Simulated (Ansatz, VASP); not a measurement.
# Cross-check of Mo (Mo(110), 5 layers) between VASP and Ansatz

Wanted: the spread between two codes on one cell, functional and k mesh. Of the first pair: The structure shown is the start of the Ansatz relaxation below; VASP solves that cell, so the two are compared at the walk's first step.

Main program and level: Ansatz 0.2.0; plane waves, with VASP 6.6.1 beside it; single point at PBE.

## 1. Set-up

The cell holds 5 atoms: 5 Mo. Cell: a = 2.728 Å, b = 2.728 Å, c = 23.910 Å, α = 90.0°, β = 90.0°, γ = 70.5°. Vacuum lies along c.

## 2. Ansatz: relaxation, PBE

Ansatz runs on its default PAW (the set named soft_2) files.

The two programs are compared at the cell with which this relaxation starts, whose forces are those of its first step.

Input file input.yaml:

```yaml
crystal:
  lattice:
    - [2.2273863607, -1.575, 0.0]
    - [2.2273863607, 1.575, 0.0]
    - [0.0, 0.0, 23.909545443]
  atoms:
    - { symbol: Mo, position: [0.0, 0.0, 0.3136822495] }
    - { symbol: Mo, position: [0.5, 0.5, 0.4068411248] }
    - { symbol: Mo, position: [0.0, 0.0, 0.5] }
    - { symbol: Mo, position: [0.5, 0.5, 0.5931588752] }
    - { symbol: Mo, position: [0.0, 0.0, 0.6863177505] }
kpoints:
  mp_grid: { grid: [10, 10, 1] }
hamiltonian:
  xc: pbe
scf:
  occupations: { method: fermi_dirac, width: 0.1 }
  convergence: { dr2_threshold: 1.0e-08 }
efield:
  axis: 3
  dipole_correction: true
  ramp_position: 0.97
  ramp_width: 0.04
relax:
  f_tol: 0.01
  constraints: [{ sites: [0, 1, 2] }]
output:
  write_potential: true
  write_density: true
  volumetric_format: npy
```

The run is started by

```bash
$ ansatz run input.yaml --threads 4 --pin off --max-ram 8192MiB --backend cpu --events-out ev --progress --plain --runs-dir out
```

Numbers of over 12 decimals in the logs are rounded to 6 here.

The log of the run:

```text
Engine: ansatz 0.2.0, aarch64-unknown-linux-gnu
Pseudopotentials: kind: paw
Pseudopotential: Mo, paw, valence charge 14, recommended cutoff 420 eV (normal), Mo.paw.azcp
Functional definition: PBE
  parameter kappa = 0.804
  parameter beta = 0.066725
  exchange = pbe_x(kappa = kappa, mu = beta*pi^2/3)
  correlation = pbe_c(beta = beta)
Crystal: 5 atoms, lattice volume = 167.756 Å³
Basis set: ecut = 420 eV, 3329 PW (Γ), exchange–correlation on 40×40×320 points (8 copies of the dense FFT grid, shifted against one another)
Bands: 42, of which v1, the nominal top of the filled ones, is band 35 counted from 1 (34 counted from 0)
Symmetry: 4 space group operations
k-points: 31 of 100
Non-local potential: Mo, projectors of the file, l = 0: 3, l = 1: 2, l = 2: 2, l = 3: 1
PAW form: soft (Blöchl's): semilocal exchange-correlation on the pseudo side does not see the compensation charge
PAW one-centre angular grid: Mo, 590 points (default); XC on 64 Gauss nodes
Initial density: superposition of atomic densities (neutral atoms: chi_scale 0, normalization atom), corrected by the library's trained network
Initial wavefunctions: pseudopotential atomic-orbital guess
Functional: x = pbe(κ = 0.804, μ = 0.219515), c = pbe(β = 0.066725)
SCF iter   1: F=—  HF=-24777.648221 eV  |F-HF|=—  |Δ(HF+E_count)|=         —  Δρ=3.94e-3  dr2=1.61e-1  ethr=1.77e-3  p=0.001 e·Å  D=1.20e-3 V/Å  ΔV_dip=-0.03 eV  dr2_dipole=4.32e-3  V_vac-E_F(+/−)=4.84/4.87 eV  ⟨swp⟩=9.0  Hψ=13497  notcnv=0  defer=5
efield: sawtooth ramp at fractional position 0.9700 (set: `efield.ramp_position`, or a place that a band, a saddle search or an elastic batch's reference lends), width 0.0400; the density the first Hamiltonian is built on has a dipole p = 0.001 e·Å; the dipole correction subtracts the counter field D = 1.20e-3 V/Å, which shifts the + side's vacuum level by -0.03 eV against the − side's; the planar-averaged density in the ramp window peaks in size at 6.0e-5 e/Å³
automatic band count: the SCF goes on with 49 bands, as 42 were too few: the levels above may hold too much charge
preconditioner: auto → LDOS  [metal: Δε(μ)=0.036 eV  Ē_g=5.046 eV  σ=0.100 eV  W_gap=0.09  n_scr=16 (ndim 8)  ℏωp=15.7 eV  f_vac=0.469  D(μ)=4.87/eV (n_scr^D=16)  β→1.0]
SCF iter   2: F=—  HF=-24777.645757 eV  |F-HF|=—  |Δ(HF+E_count)|=   2.46e-3  Δρ=1.77e-3  dr2=1.72e-2  ethr=2.30e-4  p=0.000 e·Å  D=1.97e-5 V/Å  ΔV_dip=-0.00 eV  dr2_dipole=7.90e-6  V_vac-E_F(+/−)=4.68/4.68 eV  ⟨swp⟩=2.0  Hψ=2114  notcnv=0  defer=10
SCF iter   3: F=—  HF=-24777.643662 eV  |F-HF|=—  |Δ(HF+E_count)|=   2.09e-3  Δρ=5.23e-4  dr2=1.65e-3  ethr=2.45e-5  p=0.000 e·Å  D=9.35e-5 V/Å  ΔV_dip=-0.00 eV  dr2_dipole=5.40e-6  V_vac-E_F(+/−)=4.70/4.70 eV  ⟨swp⟩=2.3  Hψ=2237  notcnv=0  defer=10
SCF iter   4: F=—  HF=-24777.643444 eV  |F-HF|=—  |Δ(HF+E_count)|=   2.18e-4  Δρ=1.16e-4  dr2=3.26e-5  ethr=2.36e-6  p=0.000 e·Å  D=4.74e-5 V/Å  ΔV_dip=-0.00 eV  dr2_dipole=1.08e-6  V_vac-E_F(+/−)=4.68/4.68 eV  ⟨swp⟩=2.4  Hψ=2143  notcnv=0  defer=10
SCF iter   5: F=—  HF=-24777.643525 eV  |F-HF|=—  |Δ(HF+E_count)|=   8.11e-5  Δρ=4.06e-5  dr2=8.58e-6  ethr=4.66e-8  p=0.000 e·Å  D=2.05e-5 V/Å  ΔV_dip=-0.00 eV  dr2_dipole=3.67e-8  V_vac-E_F(+/−)=4.67/4.67 eV  ⟨swp⟩=2.9  Hψ=2608  notcnv=0  defer=10
SCF iter   6: F=—  HF=-24777.643530 eV  |F-HF|=—  |Δ(HF+E_count)|=   4.30e-6  Δρ=1.83e-5  dr2=1.55e-6  ethr=1.23e-8  p=0.000 e·Å  D=8.87e-6 V/Å  ΔV_dip=-0.00 eV  dr2_dipole=1.94e-9  V_vac-E_F(+/−)=4.67/4.67 eV  ⟨swp⟩=2.0  Hψ=1862  notcnv=0  defer=10
SCF iter   7: F=—  HF=-24777.643530 eV  |F-HF|=—  |Δ(HF+E_count)|=   3.36e-7  Δρ=4.23e-6  dr2=9.87e-8  ethr=2.21e-9  p=0.000 e·Å  D=3.32e-6 V/Å  ΔV_dip=-0.00 eV  dr2_dipole=4.13e-10  V_vac-E_F(+/−)=4.67/4.67 eV  ⟨swp⟩=2.1  Hψ=1938  notcnv=0  defer=10
SCF iter   8: F=-24777.643530 eV  HF=-24777.643530 eV  |F-HF|=1.84e-9  |Δ(HF+E_count)|=   3.66e-8  Δρ=1.41e-6  dr2=5.42e-9  ethr=1.43e-11  p=0.000 e·Å  D=1.86e-6 V/Å  ΔV_dip=-0.00 eV  dr2_dipole=3.49e-11  V_vac-E_F(+/−)=4.67/4.67 eV  ⟨swp⟩=10.8  Hψ=10422  notcnv=0
SCF 1 converged in 8 iterations: F = -24777.643530 eV  dr2 = 5.42e-9
  greatest PAW one-centre occupation: 0.998 electrons in one spin orbital (limit 2), on the Mo atom at site 0 (counted from 0), in its partial waves of l = 0
relax step   1: F+E_penalty+E_count = -24777.64352999 eV  Δ(F+E_penalty+E_count) = +0.000e0 eV  max|allowed force component| = 6.287e-1 eV/Å  Δτ_max = 0.0000 Å  (8 SCF iters, accepted)
[...]
relax step   3: F+E_penalty+E_count = -24777.66627850 eV  Δ(F+E_penalty+E_count) = -2.275e-2 eV  max|allowed force component| = 1.098e-1 eV/Å  Δτ_max = 0.0607 Å  (9 SCF iters, accepted)
[...]
relax step   4: F+E_penalty+E_count = -24777.66680716 eV  Δ(F+E_penalty+E_count) = -5.287e-4 eV  max|allowed force component| = 2.860e-3 eV/Å  Δτ_max = 0.0066 Å  (7 SCF iters, accepted)
NSCF: frozen V_eff on 31 k-points
the band table was solved once a step of the walk had ended and its energy, with any forces and stress, was formed, with the checks that follow a solve (7183 applications of the Hamiltonian). They found nothing against the state; the energy, forces and stress were not computed again (output.eigenvalues in the input reference)
WARN: The output density's exchange-correlation potential varies sharply where the density is thin. Do not read a vacuum level from v_tot or v_xc, or from such a field of the output density. On a cell that repeats whose density bears no net charge and no dipole along the vacuum's axis use v_es (v_loc + v_h of the components); under efield.dipole_correction with no amplitude use v_es + v_field, which holds any externa [...]
SCF converged after 7 iterations
Free energy (F): -24777.666807 eV
Harris-Foulkes:  -24777.666807 eV  (|F-HF|=3.93e-10)
Internal energy: -24777.512456 eV  (E = F + TS)
E sigma→0 (E₀):  -24777.589631 eV
Entropy (-TS):   -0.154351 eV (-30.870 meV/atom)
Fermi energy:    7.474823 eV
Dipole field:    D = 0.004543 V/Å  (p = 0.004212 e·Å, saw-weighted, corrected)
Work function:   Φ+ = 4.5514 eV   Φ− = 4.6601 eV
Levels:          The Fermi level and band energies are counted from a zero that moves with the ramp; work functions are not
--- Per-component energies (eV) ---
  E_band       = -1221.789138
  E_kinetic    = 2200.029785
  E_local      = -77815.950776  (includes V_loc(G=0)·N_el)
  E_nonlocal   = 715.782900
  E_hartree    = 37769.600608
  E_xc         = -914.180696
  E_vxc        = -1140.578436  (∫ρ·V_xc dr)
  E_paw        = -16006.623024  (= ΣΔE_a)
  E_vpaw       = -720.205836  (= ΣTr[D̂ρ^β])
  E_aug_tail   = 0.000211  (compensation charges beyond the density's cutoff)
  E_efield     = 0.000010  (sawtooth field / dipole correction)
  E_vefield    = -0.074170  (∫n·V_field dr)
  E_ewald      = 29273.828526
  E_smearing   = -0.154351  (= −TS)
  E_closure    = 0.000000  (closes the sum)
  Σ components = -24777.666807   (vs F -24777.666807, Δ=0.00e0)
--- Forces (eV/Å), atoms counted from 1 ---
  atom   1  Mo     0.00000000     0.00000000     0.51373574
  atom   2  Mo     0.00000000    -0.00000000    -0.64640641
  atom   3  Mo     0.00000000     0.00000000     0.13379686
  atom   4  Mo     0.00000000    -0.00000000    -0.00285995
  atom   5  Mo     0.00000000     0.00000000     0.00171563
  max |Σ_I F_I| component: 1.81e-5 eV/Å
--- Band table (eV; the first three rows and the last of 31) ---
  k-point 0: bands = [... 31 lower, 6.0471, 6.1679, 6.3783, 6.6096, 7.2592, 7.8599, 8.5542, 8.6987, ... 10 higher]
  k-point 1: bands = [... 31 lower, 5.9204, 6.1452, 6.3407, 6.7324, 7.2441, 7.6999, 7.8459, 8.4148, ... 10 higher]
  k-point 2: bands = [... 31 lower, 5.6738, 5.8882, 6.3587, 6.5450, 7.3129, 7.5380, 8.3365, 8.3994, ... 10 higher]
  k-point 30: bands = [... 31 lower, 7.0066, 7.9817, 8.1115, 8.2576, 8.8433, 8.9830, 9.2474, 9.9664, ... 10 higher]
--- Relaxed structure (4 steps of the walk, 3 accepted, 0 SCFs on fresh bases) ---
  F+E_penalty+E_count = -24777.66680716 eV   max|allowed force component| = 2.860e-3 eV/Å
  atoms:
    - { symbol: Mo, position: [0.0, 0.0, 0.3136822495] }
    - { symbol: Mo, position: [0.5, 0.5, 0.4068411248] }
    - { symbol: Mo, position: [0.0, 0.0, 0.5] }
    - { symbol: Mo, position: [0.5, 0.5, 0.594305] }
    - { symbol: Mo, position: [9.943721858371425e-19, -9.943721858371425e-19, 0.683958] }
```

## 3. VASP: single point, PBE, start cell, pair 1

The same cell, functional, mesh and smearing now go to VASP, with its own data sets.

Lines of VASP's logs that name or quote its potential files are left out, and so is its time.

Input file INCAR:

```
SYSTEM = Mo
PREC = Accurate
ENCUT = 400
EDIFF = 1E-06
NELM = 120
ISMEAR = -1
SIGMA = 0.1
LREAL = .FALSE.
ALGO = Normal
GGA = PE
NBANDS = 43
LASPH = .TRUE.
LORBIT = 11
LWAVE = .FALSE.
LCHARG = .FALSE.
ISIF = 2
LDIPOL = .TRUE.
IDIPOL = 3
DIPOL = 0.5 0.5 0.5
LVHAR = .TRUE.
GGA_COMPAT = .FALSE.
NELMDL = -8
KPAR = 2
```

Input file POSCAR:

```
Mo
1.0
    2.2273863607     -1.5750000000      0.0000000000
    2.2273863607      1.5750000000      0.0000000000
    0.0000000000      0.0000000000     23.9095454430
Mo
5
Direct
    0.0000000000      0.0000000000      0.3136822495
    0.5000000000      0.5000000000      0.4068411096
    0.0000000000      0.0000000000      0.4999999907
    0.5000000000      0.5000000000      0.5931588718
    0.0000000000      0.0000000000      0.6863177319
```

Input file KPOINTS:

```
Automatic mesh
0
Gamma
10 10 1
0 0 0
```

The projector-augmented-wave data sets are Mo_sv (PBE family, release 64).

The run is started by

```bash
$ mpirun -np 2 vasp_std
```

The log of the run:

```text
[banner, memory and clock lines left out]
running    2 mpi-ranks, on    1 nodes
 distrk:  each k-point on    1 cores,    2 groups
 distr:  one band on    1 cores,    1 groups

 POSCAR found type information on POSCAR Mo
 POSCAR found :  1 types and       5 ions
 LDA part: xc-table for (Slater+PW92), standard interpolation
 POSCAR, INCAR and KPOINTS ok, starting setup
 FFT: planning ... GRIDC
 FFT: planning ... GRID_SOFT
 FFT: planning ... GRID
 WAVECAR not read
 entering main loop
       N       E                     dE             d eps       ncg     rms          rms(c)
DAV:   1     0.671644590742E+03    0.67164E+03   -0.41621E+04  3474   0.127E+03
DAV:   2    -0.325123006890E+02   -0.70416E+03   -0.68991E+03  3042   0.434E+02
DAV:   3    -0.554150966195E+02   -0.22903E+02   -0.22175E+02  3580   0.679E+01
DAV:   4    -0.560989900453E+02   -0.68389E+00   -0.66807E+00  3460   0.925E+00
DAV:   5    -0.561302149647E+02   -0.31225E-01   -0.29905E-01  3682   0.152E+00
DAV:   6    -0.561320566032E+02   -0.18416E-02   -0.17510E-02  3524   0.240E-01
DAV:   7    -0.561322999197E+02   -0.24332E-03   -0.23849E-03  3469   0.445E-02
DAV:   8    -0.561323527582E+02   -0.52838E-04   -0.52509E-04  2724   0.938E-03    0.295E+01
DAV:   9    -0.567129689551E+02   -0.58062E+00   -0.39602E+01  3577   0.285E+01    0.143E+01
DAV:  10    -0.768620572081E+02   -0.20149E+02   -0.21128E+02  3992   0.461E+01    0.328E+01
DAV:  11    -0.521113972935E+02    0.24751E+02   -0.15633E+02  3659   0.269E+01    0.548E+00
DAV:  12    -0.522949449905E+02   -0.18355E+00   -0.85919E+00  3599   0.102E+01    0.377E+00
DAV:  13    -0.523236086969E+02   -0.28664E-01   -0.49495E-01  3488   0.325E+00    0.348E+00
DAV:  14    -0.522569887355E+02    0.66620E-01   -0.22619E-01  3359   0.281E+00    0.217E+00
[...]
DAV:  22    -0.522292203030E+02   -0.82041E-05   -0.22403E-05  2813   0.196E-02    0.111E-02
DAV:  23    -0.522292556444E+02   -0.35341E-04   -0.93210E-06  2583   0.109E-02    0.619E-03
DAV:  24    -0.522292966027E+02   -0.40958E-04   -0.71433E-06  2517   0.152E-02    0.693E-03
DAV:  25    -0.522293212907E+02   -0.24688E-04   -0.95826E-07  1758   0.411E-03    0.238E-03
DAV:  26    -0.522293398693E+02   -0.18579E-04   -0.12974E-06  1909   0.615E-03    0.189E-03
DAV:  27    -0.522293446033E+02   -0.47341E-05   -0.24648E-07  1619   0.284E-03    0.259E-04
DAV:  28    -0.522293458753E+02   -0.12720E-05   -0.61181E-08  1559   0.747E-04    0.284E-04
DAV:  29    -0.522293462989E+02   -0.42364E-06   -0.35478E-08  1534   0.595E-04
   1 F= -.52229346E+02 E0= -.52150431E+02  d E =-.157831E+00
```

OUTCAR, selected parts (step 3):

```text
ion  position               nearest neighbor table
   1  0.000  0.000  0.314-   2 2.73   2 2.73   2 3.15   2 3.15
   2  0.500  0.500  0.407-   1 2.73   1 2.73   3 2.73   3 2.73   1 3.15   1 3.15   3 3.15   3 3.15

  LATTYP: Found a base centered orthorhombic cell.
 ALAT       =     3.1500000000
 B/A-ratio  =     1.4142135623
 C/A-ratio  =     7.5903318867

 Subroutine GETGRP returns: Found  8 space group operations
 (whereof  8 operations were pure point group operations)

The static configuration has the point symmetry D_2h.

 Found     31 irreducible k-points:

   k-points           NKPTS =     31   k-points in BZ     NKDIM =     31   number of bands    NBANDS=     43

   dimension x,y,z NGX =    18 NGY =   18 NGZ =  160
   dimension x,y,z NGXF=    36 NGYF=   36 NGZF=  320

   ENCUT  =  400.0 eV  29.40 Ry    5.42 a.u.   4.45  4.45 38.99*2*pi/ulx,y,z

   NELECT =      70.0000    total number of electrons

 k-points in reciprocal lattice and weights: Automatic mesh
   0.00000000  0.00000000  0.00000000       0.010
   0.10000000  0.00000000  0.00000000       0.040
   0.20000000  0.00000000  0.00000000       0.040
   0.30000000  0.00000000  0.00000000       0.040
   0.40000000  0.00000000  0.00000000       0.040
   0.50000000  0.00000000  0.00000000       0.020
   0.10000000  0.10000000  0.00000000       0.020
   0.20000000  0.10000000  0.00000000       0.040
   0.30000000  0.10000000  0.00000000       0.040
[...]
-0.40000000  0.40000000  0.00000000       0.020
   0.50000000  0.50000000  0.00000000       0.010

 dipolmoment           0.000000      0.000000      0.000013 electrons x Angstroem

 average (electrostatic) potential at core
       1 -78.1831       2 -78.4004       3 -78.3515       4 -78.4002       5 -78.1828

 E-fermi :   3.4812

 k-point     1 :       0.0000    0.0000    0.0000
  band No.  band energies     occupation
    ...
     32       2.0094      2.00000
     33       2.0938      2.00000
     34       2.4097      1.99996
     35       2.6610      1.99945
     36       3.3863      1.44185
     37       3.8062      0.07462
     38       4.5596      0.00004
     39       4.7182      0.00001
     40       4.7378      0.00001
     41       4.8118      0.00000
    ...

 k-point     2 :       0.1000    0.0000    0.0000
  band No.  band energies     occupation
    ...
     32       1.8955      2.00000
     33       2.2148      1.99999
     34       2.3108      1.99998
     35       2.7222      1.99899
     36       3.2418      1.83276
     37       3.7842      0.09213
     38       3.8182      0.06648
     39       4.4184      0.00017
     40       4.4977      0.00008
     41       4.8290      0.00000
    ...

 k-point     3 :       0.2000    0.0000    0.0000
  band No.  band energies     occupation
    ...
     33       1.8892      2.00000
     34       2.3554      1.99997
     35       2.5187      1.99987
     36       3.3063      1.70370
     37       3.5322      0.75036
     38       4.3839      0.00024
     39       4.4121      0.00018
     40       4.5102      0.00007
     41       4.5932      0.00003
     42       4.8319      0.00000
    ...

  Total       -3.6438265     -3.2552508     -1.8988861     -0.0000000      0.0000000      0.0000000
  in kB      -34.8009296    -31.0897767    -18.1356057     -0.0000000      0.0000000      0.0000000
  external PRESSURE =     -28.0087707 kB  Pullay stress =       0.0000000 kB

  energy-cutoff  :      400.00
  volume of cell :      167.76
      direct lattice vectors                 reciprocal lattice vectors
     2.227386361 -1.575000000  0.000000000     0.224478343 -0.317460317  0.000000000
     2.227386361  1.575000000  0.000000000     0.224478343  0.317460317  0.000000000
     0.000000000  0.000000000 23.909545443     0.000000000  0.000000000  0.041824300

 POSITION                                       TOTAL-FORCE (eV/Angst)
 -----------------------------------------------------------------------------------
      0.00000      0.00000      7.50000        -0.000000      0.000000      0.471443
      2.22739      0.00000      9.72739         0.000000      0.000000     -0.631643
      0.00000      0.00000     11.95477        -0.000000      0.000000      0.000000
      2.22739      0.00000     14.18216         0.000000      0.000000      0.631643
      0.00000      0.00000     16.40954        -0.000000      0.000000     -0.471443
 -----------------------------------------------------------------------------------
    total drift:                                0.000000      0.000000      0.003946

  FREE ENERGIE OF THE ION-ELECTRON SYSTEM (eV)
  ---------------------------------------------------
  free  energy   TOTEN  =       -52.2293462989 eV

  energy  without entropy=      -52.0715149536  energy(sigma->0) =      -52.15043063

 vacuum level on the upper side and lower side of the slab         8.147         8.146

 total charge
# of ion       s       p       d       tot
------------------------------------------
    1        2.371   6.127   3.891  12.389
    2        2.380   6.205   3.905  12.491
    3        2.380   6.205   3.919  12.503
    4        2.380   6.205   3.905  12.491
    5        2.371   6.127   3.891  12.389
--------------------------------------------------
tot         11.881  30.869  19.512  62.262

[... 3 further parts left out ...]
```

## 4. Differences

Known differences besides the potentials themselves: the cutoff is 420 eV in Ansatz and 400 eV in VASP. Total energies have different zeros and are not compared.

Forces (eV/Å; atoms numbered as in POSCAR):

| atom | Ansatz x, y, z | VASP x, y, z |
| --- | --- | --- |
| Mo1 | 0.000, 0.000, 0.496 | 0.000, 0.000, 0.471 |
| Mo2 | 0.000, 0.000, -0.629 | 0.000, 0.000, -0.632 |
| Mo3 | 0.000, 0.000, 0.000 | 0.000, 0.000, 0.000 |
| Mo4 | 0.000, 0.000, 0.629 | 0.000, 0.000, 0.632 |
| Mo5 | 0.000, 0.000, -0.496 | 0.000, 0.000, -0.471 |

The forces differ by 8.9 meV/Å r.m.s., which is 3.1 % of the r.m.s. force of 0.288 eV/Å (both taken over all components). With vacuum in the cell, a pressure given here is an average over mostly empty space and none of the material.

[end of part 1 of 2]

[Lines on the potential files, build, host, timing and source positions are cut from VASP's logs without a mark.]

[Logs are printed without paths, hosts, clocks, repeated set-up lines and the standing remarks that a program may print on its own settings, such as how far it seeks lower states.]

[Hosts, paths, dates, database ids (printed as entryN), source tags and the programs' standing remarks are cut or masked in the printed files.]
